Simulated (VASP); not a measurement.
All values below come from vdW-DF2, VASP's PBE PAW potentials (set 64) (plane waves; VASP).

VASP input:

**INCAR**
```
! general
SYSTEM   = PbO2
PREC     = Accurate
ENCUT    = 520
LREAL    = .FALSE.
LASPH    = .TRUE.   ! aspherical one-centre terms

! electronic loop
EDIFF    = 1E-6
NELM     = 100
ALGO     = Normal   ! blocked Davidson
LMAXMIX  = 4

! smearing
ISMEAR   = 0
SIGMA    = 0.05

! functional
GGA      = ML
LUSE_VDW = .TRUE.
AGGAC    = 0.0
ZAB_VDW  = -1.8867

! ions
IBRION   = 2
NSW      = 60
ISIF     = 3   ! ions, shape and volume
EDIFFG   = -0.02

! output
LWAVE    = .FALSE.
LCHARG   = .FALSE.
```

### POSCAR
```
PbO2
1
    5.1565382894    -0.0000000000     0.0000000000
   -0.0000000000     5.1565382894     0.0000000000
    0.0000000000     0.0000000000     3.5490460888
Pb O
2 4
Direct
  0.0000000000   0.0000000000   0.0000000000
  0.5000000000   0.5000000000   0.5000000000
  0.3076989670   0.3076989670   0.0000000000
  0.8076989670   0.1923010330   0.5000000000
  0.1923010330   0.8076989670   0.5000000000
  0.6923010330   0.6923010330   0.0000000000
```

KPOINTS:
```
Regular mesh
0
Gamma
  4 4 6
0 0 0
```

POTCAR, in this order: Pb_d O (PBE.64 set). Program: vasp_std.

Output of the run:

**OUTCAR**
```
 ion  position               nearest neighbor table
   1  0.000  0.000  0.000-   3 2.24   6 2.24   5 2.26   4 2.26   4 2.26   5 2.26   2 4.06   2 4.06
                             2 4.06   2 4.06   2 4.06   2 4.06   2 4.06   2 4.06
   2  0.500  0.500  0.500-   4 2.24   5 2.24   3 2.26   6 2.26   3 2.26   6 2.26   1 4.06   1 4.06
                             1 4.06   1 4.06   1 4.06   1 4.06   1 4.06   1 4.06
   3  0.308  0.308  0.000-   1 2.24   2 2.26   2 2.26
   4  0.808  0.192  0.500-   2 2.24   1 2.26   1 2.26
   5  0.192  0.808  0.500-   2 2.24   1 2.26   1 2.26
   6  0.692  0.692  0.000-   1 2.24   2 2.26   2 2.26
  LATTYP: Found a simple tetragonal cell.
 ALAT       =     5.1565382894
 C/A-ratio  =     0.6882613664
 Subroutine PRICEL returns:
 Original cell was already a primitive cell.
 Subroutine GETGRP returns: Found 16 space group operations
The static configuration has the point symmetry D_2h.
 The point group associated with its full space group is D_4h.
The dynamic configuration has the point symmetry D_2h.
 Subroutine INISYM returns: Found 16 space group operations
 Subroutine IBZKPT returns following result:
 Found     24 irreducible k-points:

 Following reciprocal coordinates:
            Coordinates               Weight
  0.000000  0.000000  0.000000      1.000000
...
```

OSZICAR:
```
       N       E                     dE             d eps       ncg     rms          rms(c)
DAV:   1     0.693157593736E+03    0.69316E+03   -0.26302E+04  1488   0.197E+03
DAV:   2     0.687537663677E+02   -0.62440E+03   -0.60328E+03  1670   0.531E+02
DAV:   3    -0.226611397549E+02   -0.91415E+02   -0.89414E+02  1911   0.226E+02
DAV:   4    -0.263650606151E+02   -0.37039E+01   -0.36913E+01  1815   0.506E+01
DAV:   5    -0.265142720719E+02   -0.14921E+00   -0.14918E+00  2056   0.934E+00    0.167E+01
DAV:   6    -0.187739138678E+02    0.77404E+01   -0.42263E+01  2290   0.628E+01    0.563E+00
DAV:   7    -0.186252195646E+02    0.14869E+00   -0.28470E+00  1927   0.152E+01    0.281E+00
DAV:   8    -0.185926458957E+02    0.32574E-01   -0.70954E-01  2256   0.700E+00    0.137E+00
DAV:   9    -0.185581927658E+02    0.34453E-01   -0.13147E-01  2435   0.402E+00    0.210E-01
DAV:  10    -0.185595744012E+02   -0.13816E-02   -0.13164E-02  1652   0.651E-01    0.730E-02
DAV:  11    -0.185595786201E+02   -0.42188E-05   -0.30291E-04  2043   0.154E-01    0.296E-02
DAV:  12    -0.185595714471E+02    0.71729E-05   -0.37391E-05  1933   0.415E-02    0.787E-03
DAV:  13    -0.185595716891E+02   -0.24195E-06   -0.29439E-06  1571   0.157E-02
   1 F= -.18559572E+02 E0= -.18559515E+02  d E =-.185596E+02
       N       E                     dE             d eps       ncg     rms          rms(c)
DAV:   1    -0.185744765314E+02   -0.14905E-01   -0.47184E-01  1876   0.103E+01    0.759E-01
DAV:   2    -0.185619643726E+02    0.12512E-01   -0.41005E-02  1971   0.231E+00    0.217E-01
DAV:   3    -0.185601612605E+02    0.18031E-02   -0.44495E-03  1909   0.158E+00    0.723E-02
DAV:   4    -0.185600239429E+02    0.13732E-03   -0.10935E-03  2330   0.505E-01    0.180E-02
DAV:   5    -0.185600111408E+02    0.12802E-04   -0.11699E-04  2162   0.117E-01    0.760E-03
DAV:   6    -0.185600059685E+02    0.51724E-05   -0.10131E-05  1615   0.825E-02    0.222E-03
DAV:   7    -0.185600078735E+02   -0.19051E-05   -0.16118E-06  1082   0.112E-02    0.731E-04
DAV:   8    -0.185600080746E+02   -0.20108E-06   -0.30100E-07   877   0.665E-03
   2 F= -.18560008E+02 E0= -.18559949E+02  d E =-.436385E-03
       N       E                     dE             d eps       ncg     rms          rms(c)
DAV:   1    -0.185611788060E+02   -0.11709E-02   -0.35539E-02  1869   0.281E+00    0.209E-01
DAV:   2    -0.185602239421E+02    0.95486E-03   -0.31128E-03  1978   0.636E-01    0.596E-02
DAV:   3    -0.185600864081E+02    0.13753E-03   -0.33693E-04  1880   0.431E-01    0.198E-02
DAV:   4    -0.185600801295E+02    0.62786E-05   -0.81872E-05  2344   0.138E-01    0.496E-03
DAV:   5    -0.185600851112E+02   -0.49817E-05   -0.86049E-06  1841   0.313E-02    0.205E-03
DAV:   6    -0.185600858170E+02   -0.70585E-06   -0.66033E-07   863   0.220E-02
   3 F= -.18560086E+02 E0= -.18560028E+02  d E =-.514128E-03
```

OUTCAR:
```
------------------------ aborting loop because EDIFF is reached ----------------------------------------
  FORCE on cell =-STRESS in cart. coord.  units (eV):
  Direction    XX          YY          ZZ          XY          YZ          ZX
  --------------------------------------------------------------------------------------
  Total        0.0313722      0.0313722     -0.0911773     -0.0000000      0.0000000      0.0000000
  in kB        0.5304269      0.5304269     -1.5415827     -0.0000000      0.0000000      0.0000000
  external PRESSURE =      -0.1602430 kB  Pullay stress =       0.0000000 kB
  volume of cell :       94.76
      direct lattice vectors                 reciprocal lattice vectors
     5.164283662  0.000000000  0.000000000     0.193637698  0.000000000  0.000000000
    -0.000000000  5.164283662  0.000000000    -0.000000000  0.193637698  0.000000000
     0.000000000  0.000000000  3.553124838     0.000000000  0.000000000  0.281442405
 POSITION                                       TOTAL-FORCE (eV/Angst)
 -----------------------------------------------------------------------------------
      0.00000      0.00000      0.00000         0.000000      0.000000      0.000000
      2.58214      2.58214      1.77656         0.000000      0.000000      0.000000
      1.58880      1.58880      0.00000         0.000844      0.000844     -0.000000
      4.17094      0.99334      1.77656         0.000844     -0.000844      0.000000
      0.99334      4.17094      1.77656        -0.000844      0.000844     -0.000000
      3.57548      3.57548      0.00000        -0.000844     -0.000844      0.000000
 -----------------------------------------------------------------------------------
    total drift:                                0.000000      0.000000      0.000000
  FREE ENERGIE OF THE ION-ELECTRON SYSTEM (eV)
  ---------------------------------------------------
  free  energy   TOTEN  =       -18.5600858170 eV

  energy  without entropy=      -18.5599698118  energy(sigma->0) =      -18.56002781

 reached required accuracy - stopping structural energy minimisation
```
(Selected blocks of OUTCAR.)

**CONTCAR**
```
PbO2
   1.00000000000000
     5.1642836624527391    0.0000000000000000    0.0000000000000000
    -0.0000000000000000    5.1642836624527391    0.0000000000000000
     0.0000000000000000    0.0000000000000000    3.5531248382735021
  Pb              O
     2     4
Direct
     0.0000000000000000    0.0000000000000000    0.0000000000000000
     0.5000000000000000    0.5000000000000000    0.5000000000000000
     0.3076520504663007    0.3076520504663007    0.0000000000000000
     0.8076520504663007    0.1923479495336993    0.5000000000000000
     0.1923479495336993    0.8076520504663007    0.5000000000000000
     0.6923479495336993    0.6923479495336993    0.0000000000000000
```

The compound is PbO2 in the rutile structure. This run relaxes it. Symmetry was kept, so distortions that lower it aren't found. The start is the result of an earlier pass.
